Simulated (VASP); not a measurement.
# PbC (Pm-3m) in VASP: a series of runs

Runs on PbC. Level: PBE. Tasks: single point.

All numbers are computed with VASP 6.6.1; they aren't measurements. Logs are shortened: lines on timing, memory, paths and dates and some standing lists are left out, and cuts for length are marked.

### Step 1. Starting point

Symmetry: Pm-3m, No. 221, cubic system. Conventional cell: a = 3.152 Å, b = 3.152 Å, c = 3.152 Å, α = 90.00°, β = 90.00°, γ = 90.00°. Around C (site symmetry m-3m) lie 8 Pb at 2.73 Å. Around Pb (site symmetry m-3m) lie 8 C at 2.73 Å.

The cell comes from a database or a generator and needn't be the stable form of this composition.

### Step 2. Single point, PBE

INCAR reads:

```
PREC = Accurate ; ENCUT = 520
EDIFF = 1E-6 ; ISMEAR = 0
SIGMA = 0.05 ; LREAL = False
LASPH = True ; NELM = 60
ALGO = Normal ; ISIF = 2
LWAVE = False ; LCHARG = True
GGA = PE ; LELF = True
LVHAR = True ; NBANDS = 16
```

KPOINTS reads:

```
regular mesh
0
Gamma
  6 6 6
```

POSCAR reads:

```
PbC
1.0
    3.1523324698      0.0000000000      0.0000000000
    0.0000000000      3.1523324698      0.0000000000
    0.0000000000      0.0000000000      3.1523324698
C Pb
1 1
Direct
    0.0000000000      0.0000000000      0.0000000000
    0.5000000000      0.5000000000      0.5000000000
```

Potentials or basis: VASP PAW PBE potentials, release 64 (C, Pb_d).

Launch:

```bash
cat potpaw_PBE.64/C/POTCAR potpaw_PBE.64/Pb_d/POTCAR > POTCAR
mpirun -np 1 vasp_std > vasp.out
```

OUTCAR:

```text
PREC = Accurate
   ENCUT = 520
   EDIFF = 1E-6
   ISMEAR = 0
   LREAL = False
   LASPH = True
   NELM = 60
   ISIF = 2
   GGA = PE

 ion  position               nearest neighbor table
   1  0.000  0.000  0.000-   2 2.73   2 2.73   2 2.73   2 2.73   2 2.73   2 2.73   2 2.73   2 2.73

   2  0.500  0.500  0.500-   1 2.73   1 2.73   1 2.73   1 2.73   1 2.73   1 2.73   1 2.73   1 2.73

  LATTYP: Found a simple cubic cell.
 ALAT       =     3.1523324698

  Lattice vectors:

 A1 = (   3.1523324698,   0.0000000000,   0.0000000000)
 A2 = (   0.0000000000,   3.1523324698,   0.0000000000)
 A3 = (   0.0000000000,   0.0000000000,   3.1523324698)

Analysis of symmetry for initial positions (statically):
=====================================================================
 Subroutine PRICEL returns:
 Original cell was already a primitive cell.

 Routine SETGRP: Setting up the symmetry group for a
 simple cubic supercell.

 Subroutine GETGRP returns: Found 48 space group operations
 (whereof 48 operations were pure point group operations)
 out of a pool of 48 trial point group operations.

The static configuration has the point symmetry O_h .

Analysis of symmetry for dynamics (positions and initial velocities):
=====================================================================
 Subroutine PRICEL returns:
 Original cell was already a primitive cell.

 Routine SETGRP: Setting up the symmetry group for a
 simple cubic supercell.

 Subroutine GETGRP returns: Found 48 space group operations
 (whereof 48 operations were pure point group operations)
 out of a pool of 48 trial point group operations.

The dynamic configuration has the point symmetry O_h .

 Subroutine INISYM returns: Found 48 space group operations
 (whereof 48 operations are pure point group operations),
 and found     1 'primitive' translations

----------------------------------------------------------------------------------------

                                     Primitive cell

  volume of cell :      31.3254

  direct lattice vectors                    reciprocal lattice vectors
     3.152332470  0.000000000  0.000000000     0.317225423  0.000000000  0.000000000
     0.000000000  3.152332470  0.000000000     0.000000000  0.317225423  0.000000000
     0.000000000  0.000000000  3.152332470     0.000000000  0.000000000  0.317225423

  length of vectors
     3.152332470  3.152332470  3.152332470     0.317225423  0.317225423  0.317225423

  position of ions in fractional coordinates (direct lattice)
     0.000000000  0.000000000  0.000000000
     0.500000000  0.500000000  0.500000000
[... 74 lines left out ...]
   EDIFFG = 0.1E-04   stopping-criterion for IOM
   NSW    =      0    number of steps for IOM
   IBRION =     -1    ionic relax: 0-MD 1-quasi-New 2-CG
   NFREE  =      0    steps in history (QN), initial steepest desc. (CG)
   ISIF   =      2    stress and relaxation
   ISYM   =      2    0-nonsym 1-usesym 2-fastsym
   POTIM  = 0.5000    time-step for ionic-motion
   TEBEG  =    0.0;   TEEND  =   0.0 temperature during run
   PSTRESS=    0.0 pullay stress
   NELECT =      18.0000    total number of electrons
   NUPDOWN=      -1.0000    fix difference up-down
   EMIN   =  10.00;   EMAX   =-10.00  energy-range for DOS
   EFERMI =   0.00;   METHOD = LEGACY
   ISMEAR =     0;   SIGMA  =   0.05  broadening in eV -4-tet -1-fermi 0-gaus
   EFERMI_NEDOS =   21; number of points for ismear=-14 and -15
   IALGO  =     38    algorithm
   IMIX   =      4    mixing-type and parameters
     AMIX     =   0.40;   BMIX     =  1.00
     AMIX_MAG =   1.60;   BMIX_MAG =  1.00
  volume/ion in A,a.u.               =      15.66       105.70
  Fermi-wavevector in a.u.,A,eV,Ry     =   1.361028  2.571970 25.203385  1.852397
  Thomas-Fermi vector in A             =   2.487639
   LORBIT       =      0    0 simple, 1 ext, 2 COOP (PROOUT), +10 PAW based schemes
   GGA     = PE    functional components
   LHFCALC =     F    Hartree Fock is set to
   AEXX    =    0.0000 exact exchange contribution
   IVDW    =     0    specifies the selected vdW correction
   LEPSILON=     F    determine dielectric tensor
   LRPA    =     F    only Hartree local field effects (RPA)
 non-spin polarized calculation
 Gauss-broadening in eV      SIGMA  =   0.05
  energy-cutoff  :      520.00
  volume of cell :       31.33
 maximum number of plane-waves:       868
 NGX is ok and might be reduce to    24
   NGX = 11   NGY = 11   NGZ = 11

 number of electron      17.9999995 magnetization

 Free energy of the ion-electron system (eV)
  ---------------------------------------------------
  ext. energy  EPLUGINS =         0.00000000
  ---------------------------------------------------
  free energy    TOTEN  =        -8.10702202 eV

  energy without entropy =       -8.10448413  energy(sigma->0) =       -8.10575307

 E-fermi :   8.8047     XC(G=0): -11.6889

 val. band max:        8.6255920723   @ k =   0.1667   0.1667   0.0000
 cond. band min:       8.8379225994   @ k =   0.5000   0.3333   0.1667
 fundamental gap:      0.2123305271
 Fermi energy:         8.8047336879

 k-point     1 :       0.0000    0.0000    0.0000
  band No.  band energies     occupation
      1      -8.3617      2.00000
      2      -8.3617      2.00000
      3      -7.6188      2.00000
      4      -7.6188      2.00000
      5      -7.6188      2.00000
      6      -5.4556      2.00000
[... 357 lines left out ...]
      3      -8.1356      2.00000
      4      -7.3994      2.00000
      5      -7.3994      2.00000
      6       0.7510      2.00000
[... 8 lines left out ...]
     15      24.9178      0.00000
     16      24.9178      0.00000

------------------------ aborting loop because EDIFF is reached ----------------------------------------

  FORCE on cell =-STRESS in cart. coord.  units (eV):
  Direction    XX          YY          ZZ          XY          YZ          ZX
  --------------------------------------------------------------------------------------
  -------------------------------------------------------------------------------------
  Total        2.2195264      2.2195264      2.2195264      0.0000000     -0.0000000     -0.0000000
  in kB      113.5206463    113.5206463    113.5206463      0.0000000     -0.0000000     -0.0000000
  external PRESSURE =     113.5206463 kB  Pullay stress =       0.0000000 kB

 VOLUME and BASIS-vectors are now :
 -----------------------------------------------------------------------------
  energy-cutoff  :      520.00
  volume of cell :       31.33
      direct lattice vectors                 reciprocal lattice vectors
     3.152332470  0.000000000  0.000000000     0.317225423  0.000000000  0.000000000
     0.000000000  3.152332470  0.000000000     0.000000000  0.317225423  0.000000000
     0.000000000  0.000000000  3.152332470     0.000000000  0.000000000  0.317225423

 POSITION                                       TOTAL-FORCE (eV/Angst)
 -----------------------------------------------------------------------------------
      0.00000      0.00000      0.00000         0.000000      0.000000      0.000000
      1.57617      1.57617      1.57617         0.000000      0.000000      0.000000
 -----------------------------------------------------------------------------------
    total drift:                                0.000000     -0.000000     -0.000000

  FREE ENERGIE OF THE ION-ELECTRON SYSTEM (eV)
  ---------------------------------------------------
  free  energy   TOTEN  =        -8.1070220214 eV

  energy  without entropy=       -8.1044841281  energy(sigma->0) =       -8.10575307
```

OSZICAR:

```text
N       E                     dE             d eps       ncg     rms          rms(c)
DAV:   1     0.126219112867E+03    0.12622E+03   -0.94429E+03   640   0.143E+03
DAV:   2    -0.196848504973E+01   -0.12819E+03   -0.12276E+03   752   0.324E+02
DAV:   3    -0.850421555122E+01   -0.65357E+01   -0.64300E+01   752   0.734E+01
DAV:   4    -0.863793180170E+01   -0.13372E+00   -0.13307E+00   808   0.108E+01
DAV:   5    -0.864208515765E+01   -0.41534E-02   -0.41533E-02   888   0.192E+00    0.343E+00
DAV:   6    -0.811552361617E+01    0.52656E+00   -0.17664E+00   936   0.136E+01    0.953E-01
DAV:   7    -0.811221700903E+01    0.33066E-02   -0.10662E-01   688   0.232E+00    0.647E-01
DAV:   8    -0.811012321838E+01    0.20938E-02   -0.32359E-02   760   0.141E+00    0.394E-01
DAV:   9    -0.810701373691E+01    0.31095E-02   -0.68388E-03   832   0.687E-01    0.777E-02
DAV:  10    -0.810702892817E+01   -0.15191E-04   -0.94199E-04   792   0.176E-01    0.154E-02
DAV:  11    -0.810702240802E+01    0.65202E-05   -0.43131E-05   824   0.447E-02    0.458E-03
DAV:  12    -0.810702202137E+01    0.38665E-06   -0.18932E-06   736   0.906E-03
   1 F= -.81070220E+01 E0= -.81057531E+01  d E =-.253789E-02
```

Run time: 3.5 s. Hardware: 1 thread of Intel Xeon 6975P-C (Granite Rapids), shared host; peak memory 0.14 GiB.

What came out:

```yaml
Free_energy: -8.1070 eV
Pressure: 11.4 GPa
Band_gap_on_the_k_mesh: none (metal or under the smearing width)
```

(Part 1 of 2 ends here.)
